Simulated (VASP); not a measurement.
Input:

```
CsPbBr3
1.0
    5.94487     0.00000     0.00000
    0.00000     5.94487     0.00000
    0.00000     0.00000     5.94487
Cs Pb Br
1 1 3
Direct
  0.00000   0.00000   0.00000
  0.50000   0.50000   0.50000
  0.50000   0.00000   0.50000
  0.00000   0.50000   0.50000
  0.50000   0.50000   0.00000
```

The numbers are results of AM05 GGA, VASP's PBE PAW potentials (set 64) (plane waves; VASP 6.6.1), not measurements. Settings: 520 eV cut-off, Gaussian smearing of 0.050 eV, potentials Cs_sv Pb_d Br.

Unless said otherwise, spin-orbit coupling is left out, though it shifts the bands of the heavy elements here.

**Question.** Predict the band gap (along the path) with the smallest direct gap where there is one.

**Answer.** 
The band gap (along the path) is 1.64 eV. The smallest direct gap (along the path) is 1.64 eV.

The absolute energy has meaning only against runs of the same code, potentials and settings.

The compound is CsPbBr3 in the cubic perovskite structure, the ideal cubic form; the compound distorts at low or room temperature. It was relaxed first.
